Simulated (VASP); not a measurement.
How well do functionals in VASP give the bulk modulus of CuZn (CsCl type)? (No zero-point motion in the calculations.)

The measured value is 116 GPa (as given by Niraj K. Nepal et al., Physical Review B (2020), arXiv:2007.11150).

### Question
Order PBE-D3(BJ), rev-vdW-DF2, PBE-D3 (zero damping), LDA, r2SCAN+rVV10 by the size of their error, smallest first.

### Answer
rev-vdW-DF2 (119, +2.7 %), PBE-D3 (zero damping) (128, +10.8 %), PBE-D3(BJ) (132, +14.1 %), r2SCAN+rVV10 (137, +17.8 %), LDA (151, +30.1 %)

Only levels that ran to the end are used. Left out are those held back, those with too coarse a band path, GW runs whose mesh misses a band edge, hybrids' fits of cells that aren't cubic and levels without matching references; a question may draw on a part of the rest.

The compound is CuZn in the CsCl type structure.
